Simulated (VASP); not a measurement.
```
Ta
1.0
   -1.65241     1.65241     1.65241
    1.65241    -1.65241     1.65241
    1.65241     1.65241    -1.65241
Ta
1
Direct
  0.00000   0.00000   0.00000
```

These are PBE GGA with D4 dispersion, VASP's PBE PAW potentials (set 64) (plane waves; VASP 6.6.1) values and carry that method's errors. Settings: 520 eV cut-off, Gaussian smearing of 0.050 eV, potentials Ta_pv.

Q: Give the energies of bands 4 to 8 at the high-symmetry points, in eV from the Fermi level.

A: 
```json
[
 {"band": "4", "Γ": "-7.89", "H": "-3.78", "N": "-4.35", "P": "-1.21"},
 {"band": "5", "Γ": "0.75", "H": "-3.78", "N": "-1.52", "P": "-1.21"},
 {"band": "6", "Γ": "0.75", "H": "6.83", "N": "1.59", "P": "-1.21"},
 {"band": "7", "Γ": "0.75", "H": "6.83", "N": "3.89", "P": "5.09"},
 {"band": "8", "Γ": "4.01", "H": "6.83", "N": "4.92", "P": "5.09"}
]
```

It has no gap at this level: it comes out as a metal or semimetal.

The compound is Ta in the bcc structure. It was relaxed first.
